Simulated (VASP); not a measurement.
BaZr2O3:

```
Ba Zr O
1.0
     3.40406    0.00000    0.00000
    -1.70203    2.94800    0.00000
     0.00000    0.00000    8.68945
Ba Zr O
1 2 3
Direct
  0.00000 0.00000 0.50000
  0.33333 0.66667 0.16470
  0.66667 0.33333 0.83530
  0.33333 0.66667 0.66500
  0.66667 0.33333 0.33500
  0.00000 0.00000 0.00000
```

The cell was built by a generator and needn't be a form met in nature.

| Item | Value |
| --- | --- |
| Program | VASP 6.6.1 |
| Task | relaxation of cell and atoms |
| Functional | PBE |
| Potentials or basis | VASP PAW PBE potentials, release 64 (Ba_sv, Zr_sv, O) |
| Cutoff | 520 eV |
| k mesh | 5 × 5 × 2 |
| Occupations | gaussian, width 0.15 eV |
| Spin | no spin polarisation |

At the start: pressure 4.9 GPa; volume 14.53 Å³/atom.

**Question.** How do energy, volume and symmetry change on relaxing?

**Answer.** Over 13 steps the energy falls by 414.8 meV/atom and the volume is 14.58 Å³/atom (+0.3 %); space group P-3m1 (No. 164, to 0.05 Å).

The path:
```
step  energy change (eV)  largest force (eV/Å)  pressure (GPa)  volume (Å³)
   1              0.0000                4.5216            4.93        87.20
   2             -1.3187                1.9463           -9.13        92.95
   3             -1.4641                1.2804          -12.39        95.45
   4             -2.1510                1.8242            5.31        84.23
   5             -2.1707                1.6622            2.16        85.63
   6             -2.4012                0.8486            3.13        85.14
   7             -2.4478                0.0706            4.40        84.81
   8             -2.4586                0.2658           -3.46        89.55
   9             -2.4831                0.1687           -0.19        87.35
  10             -2.4832                0.1668           -0.10        87.27
  11             -2.4871                0.0801            0.01        87.38
  12             -2.4880                0.1034           -0.03        87.47
  13             -2.4887                0.0291            0.03        87.46
```

Final structure:
```xyz
6
Lattice="3.3902 0.0000 0.0000 -1.6951 2.9360 0.0000 0.0000 0.0000 8.7863" Properties=species:S:1:pos:R:3 pbc="T T T"
Ba   -1.6951    2.9360    4.3932
Zr    0.0000    1.9573    1.2339
Zr    1.6951    0.9787    7.5524
O     0.0000    1.9573    6.4094
O     1.6951    0.9787    2.3769
O     0.0000    0.0000    0.0000
```

Caveat: the k mesh is coarse (spacing up to 0.43 Å⁻¹), so the values aren't converged.
